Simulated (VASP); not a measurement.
# ZnS (Wurtzite-2H) with LDA: from relaxation to properties, part 4 of 4

What structure does ZnS (Wurtzite-2H) take at this level, and what are its properties? The start is a cell from a database of measured crystal structures.

VASP 6.6.1; LDA; plane waves and PAW (Zn, S).

So far. Step 12 (Volume scan with LDA, volume scale 1.04): The run ends at a pressure of -3.14 GPa, with forces up to 0.0095 eV/Å.

The database entry behind the starting cell has ideal inner coordinates that were not refined, so it need not match the best structure at ambient conditions.

## Step 13: Volume scan with LDA, volume scale 1.06

A prediction first. A parabola through the 6 pressures of evenly scaled cells so far, P = -0.02 -87.7 t +211 t² GPa with t = ln(V/V₁) and V₁ the volume at scale 1, gives -4.41 GPa at t = +0.0583.

INCAR

```
SYSTEM = ZnS
PREC = Accurate
ENCUT = 400
EDIFF = 1E-06
NELM = 100
ISMEAR = 0
SIGMA = 0.05
LREAL = .FALSE.
ALGO = Normal
GGA = CA
NBANDS = 24
LORBIT = 11
LWAVE = .FALSE.
LCHARG = .FALSE.
KPAR = 4
ISIF = 2
```

POSCAR

```
ZnS
1.0
    3.8122253516      0.0000000000      0.0000000000
   -1.9061126758      3.3014839994      0.0000000000
    0.0000000000      0.0000000000      6.2634766505
Zn S
2 2
Direct
    0.3333333333      0.6666666667      0.0005974774
    0.6666666667      0.3333333333      0.5005974774
    0.3333333333      0.6666666667      0.3744025226
    0.6666666667      0.3333333333      0.8744025226
```

KPOINTS

```
Automatic mesh
0
Gamma
6 6 3
0 0 0
```

PAW data sets: Zn and S (LDA family, release 64).

The run is started by

```console
$ mpirun -np 4 vasp_std
```

The program printed:

```text
[... set-up lines as in an earlier step ...]
 entering main loop
       N       E                     dE             d eps       ncg     rms          rms(c)
DAV:   1     0.208514175986E+03    0.20851E+03   -0.15038E+04   672   0.152E+03
DAV:   2     0.906927070911E+00   -0.20761E+03   -0.19981E+03   736   0.324E+02
DAV:   3    -0.168434962772E+02   -0.17750E+02   -0.17672E+02   792   0.101E+02
DAV:   4    -0.171873451108E+02   -0.34385E+00   -0.34361E+00   848   0.148E+01
[...]
DAV:  11    -0.163369671589E+02   -0.23129E-04   -0.69337E-05   784   0.117E-01    0.907E-02
DAV:  12    -0.163369633838E+02    0.37752E-05   -0.25049E-05   840   0.101E-01    0.750E-03
DAV:  13    -0.163369636414E+02   -0.25760E-06   -0.13760E-06   512   0.911E-03
   1 F= -.16336964E+02 E0= -.16336964E+02  d E =-.652026E-11
```

Wall time 4.2 s (4 MPI ranks of Intel Xeon 6975P-C (Granite Rapids), shared host); peak memory 0.59 GiB; 14 s of CPU time.

Parts of OUTCAR (step 13):

```text
  Total       -2.1793966     -2.1793966     -2.2288401      0.0000000      0.0000000      0.0000000
  in kB      -44.2938709    -44.2938709    -45.2987563      0.0000000      0.0000000      0.0000000
  external PRESSURE =     -44.6288327 kB  Pullay stress =       0.0000000 kB

 POSITION                                       TOTAL-FORCE (eV/Angst)
 -----------------------------------------------------------------------------------
     -0.00000      2.20099      0.00374        -0.000000      0.000000     -0.013443
      1.90611      1.10049      3.13548         0.000000     -0.000000     -0.013443
     -0.00000      2.20099      2.34506        -0.000000      0.000000      0.013443
      1.90611      1.10049      5.47680         0.000000     -0.000000      0.013443
 -----------------------------------------------------------------------------------
    total drift:                               -0.000000     -0.000000      0.002199

  FREE ENERGIE OF THE ION-ELECTRON SYSTEM (eV)
  ---------------------------------------------------
  free  energy   TOTEN  =       -16.3369636414 eV

  energy  without entropy=      -16.3369636414  energy(sigma->0) =      -16.33696364

[... 1 part as in an earlier step ...]

[... 2 further parts left out ...]
[key lines of the parts left out:]
E-fermi :   2.1741
```

The pressure falls from -3.14 to -4.46 GPa. The parabola predicted -4.41 GPa, +0.05 GPa off.

## Step 14: Side by side

Times are for 4 MPI ranks of Intel Xeon 6975P-C (Granite Rapids), shared host. The series side by side:

```csv
no.,volume scale,energy above the lowest point (meV/atom),pressure (GPa),gap on the k-mesh (eV),time,memory (GiB)
1,0.94,22.23,6.226,2.519,2.4 s,0.54
2,0.96,10,3.901,2.417,2.4 s,0.53
3,0.98,2.76,1.835,2.318,2.6 s,0.53
4,1,0,-0.01245,2.222,2.6 s,0.52
5,1.02,1.34,-1.658,2.129,3.4 s,0.56
6,1.04,6.32,-3.142,2.038,3.6 s,0.58
7,1.06,14.47,-4.463,1.951,4.2 s,0.59
```

## Step 15: Fit for LDA

This step: Birch-Murnaghan fit, LDA; plane waves and PAW (VASP 6.6.1).

Derived from the runs above.

Numbers from this step:

```yaml
pressure_derivative_of_the_bulk_modulus: 4.437
r_m_s_error_of_the_fit: 1.75e-5 eV/atom
minimum_inside_the_sampled_range: yes
bulk_modulus: 85.76 GPa
equilibrium_volume_of_the_fit: 18.65 Å³/atom
```

The energy above the fitted minimum by volume:

```csv
volume (Å³/atom),energy above the fitted minimum (eV/atom)
17.477,0.0222
17.849,0.0100
18.221,0.00278
18.593,2.2e-5
18.964,0.00136
19.336,0.00634
19.708,0.0145
```

The fitted volume lies +0.32 % from the relaxed one. At a finite cutoff and mesh the minimum of the energy and the zero of the stress don't quite coincide, and the relaxation stops at a threshold.

## Step 16: Field gradients at the nuclei (LDA)

This step: LDA; plane waves and PAW (Zn, S) (VASP 6.6.1).

Field gradients probe how far the charge around each nucleus departs from cubic symmetry; LASPH keeps the non-spherical terms inside the spheres.

Edit INCAR of step 13 so:

```diff
@@ -3,3 +3,3 @@
 ENCUT = 400
-EDIFF = 1E-06
+EDIFF = 1E-07
 NELM = 100
@@ -15,2 +15,3 @@
 KPAR = 4
-ISIF = 2
+LEFG = .TRUE.
+LASPH = .TRUE.
```

POSCAR

```
ZnS
1.0
    3.7388950666      0.0000000000      0.0000000000
   -1.8694475333      3.2379781097      0.0000000000
    0.0000000000      0.0000000000      6.1429951770
Zn S
2 2
Direct
    0.3333333333      0.6666666667      0.0005974774
    0.6666666667      0.3333333333      0.5005974774
    0.3333333333      0.6666666667      0.3744025226
    0.6666666667      0.3333333333      0.8744025226
```

KPOINTS is that of step 13.

The run is started by

```console
$ mpirun -np 4 vasp_std
```

The program printed:

```text
[... set-up lines as in an earlier step ...]
 entering main loop
       N       E                     dE             d eps       ncg     rms          rms(c)
[... 1 cycle as in an earlier step ...]
DAV:   2     0.668622002454E+00   -0.21004E+03   -0.20436E+03   720   0.328E+02
DAV:   3    -0.169482821981E+02   -0.17617E+02   -0.17537E+02   856   0.102E+02
DAV:   4    -0.172680603146E+02   -0.31978E+00   -0.31960E+00   784   0.142E+01
[... 1 cycle as in an earlier step ...]
DAV:   6    -0.164226256334E+02    0.85172E+00   -0.19143E+00   992   0.422E+01    0.817E+00
DAV:   7    -0.164180814153E+02    0.45442E-02   -0.16365E+00   792   0.772E+00    0.329E+00
DAV:   8    -0.163961213703E+02    0.21960E-01   -0.62352E-02   904   0.223E+00    0.976E-01
DAV:   9    -0.163947859729E+02    0.13354E-02   -0.16503E-02   936   0.165E+00    0.281E-01
DAV:  10    -0.163948258395E+02   -0.39867E-04   -0.52936E-04   856   0.292E-01    0.163E-01
DAV:  11    -0.163948466275E+02   -0.20788E-04   -0.69249E-05   816   0.926E-02    0.846E-02
DAV:  12    -0.163948440983E+02    0.25292E-05   -0.12401E-05   928   0.479E-02    0.891E-03
DAV:  13    -0.163948442557E+02   -0.15738E-06   -0.51028E-07   840   0.471E-03    0.325E-03
DAV:  14    -0.163948443000E+02   -0.44377E-07   -0.40607E-08   536   0.157E-03
ion   1
     0.0000000    -0.0000000     0.0000000     0.0048054     0.0000000     0.0000000
     0.0000468    -0.0000000     0.0000000     0.0048054     0.0000000     0.0000000
     0.0000645    -0.0000000     0.0000000     0.0048054     0.0000000     0.0000000
     0.0000888    -0.0000000     0.0000000     0.0048054     0.0000000     0.0000000
     0.0001223    -0.0000000     0.0000000     0.0048054     0.0000000     0.0000000

     0.0000000    -0.0000000     0.0000000    -0.0108997     0.0000000     0.0000001
     0.0000468    -0.0000000     0.0000000    -0.0108976     0.0000000     0.0000001
     0.0000645    -0.0000000     0.0000000    -0.0108965     0.0000000     0.0000001
     0.0000888    -0.0000000     0.0000000    -0.0108946     0.0000000     0.0000001
     0.0001223    -0.0000000     0.0000000    -0.0108917     0.0000000     0.0000001

ion   2
     0.0000000    -0.0000000    -0.0000000     0.0048054    -0.0000000     0.0000000
     0.0000468    -0.0000000    -0.0000000     0.0048054    -0.0000000     0.0000000
     0.0000645    -0.0000000    -0.0000000     0.0048054    -0.0000000     0.0000000
     0.0000888    -0.0000000    -0.0000000     0.0048054    -0.0000000     0.0000000
     0.0001223    -0.0000000    -0.0000000     0.0048054    -0.0000000     0.0000000

     0.0000000    -0.0000000    -0.0000000    -0.0108997    -0.0000000     0.0000001
     0.0000468    -0.0000000    -0.0000000    -0.0108976    -0.0000000     0.0000001
     0.0000645    -0.0000000    -0.0000000    -0.0108965    -0.0000000     0.0000001
     0.0000888    -0.0000000    -0.0000000    -0.0108946    -0.0000000     0.0000001
     0.0001223    -0.0000000    -0.0000000    -0.0108917    -0.0000000     0.0000001

ion   3
     0.0000000    -0.0000000     0.0000000    -0.1917482    -0.0000000     0.0000000
     0.0000369    -0.0000000     0.0000000    -0.1917482    -0.0000000     0.0000000
     0.0000508    -0.0000000     0.0000000    -0.1917482    -0.0000000     0.0000000
     0.0000700    -0.0000000     0.0000000    -0.1917482    -0.0000000     0.0000000
     0.0000964    -0.0000000     0.0000000    -0.1917482    -0.0000000     0.0000000

     0.0000000    -0.0000000     0.0000000    -3.0457366    -0.0000000     0.0000000
     0.0000369    -0.0000000     0.0000000    -3.0457280    -0.0000000     0.0000000
     0.0000508    -0.0000000     0.0000000    -3.0457227    -0.0000000     0.0000000
     0.0000700    -0.0000000     0.0000000    -3.0457140    -0.0000000     0.0000000
     0.0000964    -0.0000000     0.0000000    -3.0456995    -0.0000000     0.0000000

ion   4
     0.0000000    -0.0000000    -0.0000000    -0.1917482    -0.0000000     0.0000000
     0.0000369    -0.0000000    -0.0000000    -0.1917482    -0.0000000     0.0000000
     0.0000508    -0.0000000    -0.0000000    -0.1917482    -0.0000000     0.0000000
     0.0000700    -0.0000000    -0.0000000    -0.1917482    -0.0000000     0.0000000
     0.0000964    -0.0000000    -0.0000000    -0.1917482    -0.0000000     0.0000000

     0.0000000    -0.0000000    -0.0000000    -3.0457366    -0.0000000     0.0000000
     0.0000369    -0.0000000    -0.0000000    -3.0457280    -0.0000000     0.0000000
     0.0000508    -0.0000000    -0.0000000    -3.0457227    -0.0000000     0.0000000
     0.0000700    -0.0000000    -0.0000000    -3.0457140    -0.0000000     0.0000000
     0.0000964    -0.0000000    -0.0000000    -3.0456995    -0.0000000     0.0000000

   1 F= -.16394844E+02 E0= -.16394844E+02  d E =-.770657E-17
```

Run time: 3 s. Hardware: 4 MPI ranks; peak memory 0.54 GiB.

OUTCAR, selected parts (step 16):

```text
   NELECT =      36.0000    total number of electrons

 E-fermi :   2.8135

 k-point     1 :       0.0000    0.0000    0.0000
  band No.  band energies     occupation
    ...
     14       1.5417      2.00000
     15       1.5417      2.00000
     16       2.4284      2.00000
     17       2.5313      2.00000
     18       2.5313      2.00000
     19       4.7532      0.00000
     20       5.5472      0.00000
     21       8.6521      0.00000
     22       8.6521      0.00000
     23       8.9003      0.00000
    ...

  Total       -0.0107413     -0.0107413      0.0018170      0.0000000     -0.0000000      0.0000000
  in kB       -0.2314039     -0.2314039      0.0391444      0.0000000     -0.0000000      0.0000000
  external PRESSURE =      -0.1412211 kB  Pullay stress =       0.0000000 kB

 POSITION                                       TOTAL-FORCE (eV/Angst)
 -----------------------------------------------------------------------------------
     -0.00000      2.15865      0.00367         0.000000      0.000000      0.000050
      1.86945      1.07933      3.07517         0.000000     -0.000000      0.000050
     -0.00000      2.15865      2.29995        -0.000000      0.000000     -0.000050
      1.86945      1.07933      5.37145         0.000000      0.000000     -0.000050
 -----------------------------------------------------------------------------------
    total drift:                               -0.000000     -0.000001      0.000285

  FREE ENERGIE OF THE ION-ELECTRON SYSTEM (eV)
  ---------------------------------------------------
  free  energy   TOTEN  =       -16.3948443000 eV

  energy  without entropy=      -16.3948443000  energy(sigma->0) =      -16.39484430

 Electric field gradients after diagonalization (V/A^2)
 (convention: |V_zz| > |V_xx| > |V_yy|)
----------------------------------------------------------------------
 ion       V_xx      V_yy      V_zz     asymmetry (V_yy - V_xx)/ V_zz
----------------------------------------------------------------------
   1       0.011     0.003    -0.015       0.570
   2       0.011     0.003    -0.015       0.570
   3      -1.898    -1.896     3.795       0.000
   4      -1.898    -1.896     3.795       0.000
----------------------------------------------------------------------

[... 10 parts as in an earlier step ...]

[... 7 further parts left out ...]
```

Numbers from this step:

```
SCF cycles                     : 14
free energy (TOTEN)            : -16.39 eV
Fermi energy                   : 2.813 eV
pressure                       : -0.01412 GPa
gap on the k-mesh              : 2.222 eV
least direct gap on the k-mesh : 2.222 eV
```

Electric field gradients, by row:

```csv
atom,Vxx (V/Å²),Vyy (V/Å²),Vzz (V/Å²),asymmetry
Zn1,0.011,0.003,-0.015,-
Zn2,0.011,0.003,-0.015,-
S3,-1.898,-1.896,3.795,0
S4,-1.898,-1.896,3.795,0
```

The largest gradient, 3.79 V/Å², sits on S3 and like sites; times the quadrupole moment of a nucleus that has one, it gives the coupling that NMR and NQR see.

## Step 17: Summary of results

| Item | Value |
| --- | --- |
| relaxed volume | 18.59 Å³/atom |
| relaxed conventional cell a, b, c | 3.739, 3.739, 6.143 Å; angles 90.0, 90.0, 120.0° |
| space group after relaxing, within 0.02 Å | P6_3mc (No. 186) |
| band gap | 2.22 eV, direct |
| gap among the points of the DOS mesh alone, an upper bound | 2.22 eV |
| bulk modulus from the fit | 85.8 GPa |
| volume from the fit | 18.7 Å³/atom |
| largest field gradient Vzz | 3.79 V/Å² on S3 |

What this shows: With LDA, ZnS (Wurtzite-2H) relaxes to 18.59 Å³/atom in space group P6_3mc (held by the symmetry of the run), has a direct gap of 2.22 eV and has a bulk modulus of 85.8 GPa. Against the listed cell the volume lies -5.9 % (a -2.1 %, c -1.9 %). Bands along the symmetry lines (LDA): The path shows a direct gap of 2.22 eV (valence top at Γ, conduction bottom at Γ). Semilocal functionals usually underestimate gaps. No search among competing phases was made, and a listed structure need not be the one stable at ambient conditions. All values are for a static lattice at zero temperature.

[Lines on the potential files, build, host, timing and source positions are cut from VASP's logs without a mark.]

[Logs are printed without paths, hosts, clocks, repeated set-up lines and the standing remarks that a program may print on its own settings, such as how far it seeks lower states.]

[Hosts, paths, dates, database ids (printed as entryN), source tags and the programs' standing remarks are cut or masked in the printed files.]

[A measured line is paired with the nearest computed mode of its activity, which favours agreement.]
